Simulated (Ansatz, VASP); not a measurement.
One calculation of AlGa3P4, two programs

INCAR

```
PREC = Accurate ; ENCUT = 520
EDIFF = 1E-6 ; ISMEAR = 0
SIGMA = 0.1 ; LREAL = F
LASPH = T ; NELM = 80
ALGO = Normal ; ISIF = 2
LWAVE = F ; LCHARG = F
GGA = PE ; NBANDS = 41
```

File KPOINTS:

```
Automatic mesh
0
Gamma
  4 4 2
```

POSCAR

```
AlGa3P4
1.0
    3.7687221900      0.0000000000      0.0000000000
    0.0000000000      3.7687221900      0.0000000000
    0.0000000000      0.0000000000     10.6595560600
Al Ga P
1 3 4
Direct
    0.5000000000      0.5000000000      0.0000000000
    0.0000000000      0.0000000000      0.7500000000
    0.5000000000      0.5000000000      0.5000000000
    0.0000000000      0.0000000000      0.2500000000
    0.5000000000      0.0000000000      0.3750000000
    0.0000000000      0.5000000000      0.1250000000
    0.5000000000      0.0000000000      0.8750000000
    0.0000000000      0.5000000000      0.6250000000
```

Input for Ansatz:

```yaml
crystal:
  lattice:
    - [3.76872219, 0.0, 0.0]
    - [0.0, 3.76872219, 0.0]
    - [0.0, 0.0, 10.65955606]
  atoms:
    - { symbol: Al, position: [0.5, 0.5, 0.0] }
    - { symbol: Ga, position: [0.0, 0.0, 0.75] }
    - { symbol: Ga, position: [0.5, 0.5, 0.5] }
    - { symbol: Ga, position: [0.0, 0.0, 0.25] }
    - { symbol: P, position: [0.5, 0.0, 0.375] }
    - { symbol: P, position: [0.0, 0.5, 0.125] }
    - { symbol: P, position: [0.5, 0.0, 0.875] }
    - { symbol: P, position: [0.0, 0.5, 0.625] }
basis:
  ecutwfc: 420
kpoints:
  mp_grid: { grid: [4, 4, 2] }
hamiltonian:
  xc: pbe
scf:
  occupations: { method: gaussian, width: 0.1 }
  lower_state_search: "off"
output:
  forces: true
  stress: true
  eigenvalues: true
```

Alike in both runs: task single point; functional PBE; k mesh 4 × 4 × 2; occupations gaussian, width 0.1 eV; no spin polarisation.

```csv
,VASP,Ansatz
version,VASP 6.6.1,Ansatz 0.2.0
potentials or method,"VASP PAW PBE potentials, release 64 (Al, Ga_d, P)","scalar-relativistic, plane waves, PAW"
plane-wave cutoff (eV),520,420
valence electrons in the cell,62,62
```

Ansatz gave:

- gap on the k mesh at the Fermi level (eV): 1.45
- least direct gap on the mesh (eV): 1.48
- pressure (GPa): 9.7
- largest component of the traceless stress (GPa): 0.72
- rms of the force components (eV/Å): 0.024

What did VASP give for the same quantities?

gap on the k mesh at the Fermi level (eV): 1.45; least direct gap on the mesh (eV): 1.48; pressure (GPa): 9.6; largest component of the traceless stress (GPa): 0.72; rms of the force components (eV/Å): 0.025.

Atom by atom the forces differ by 0.001 eV/Å (rms over components).

A k mesh can miss the band edges. Expect the measured gap to be larger: semilocal functionals such as PBE lack the derivative discontinuity.
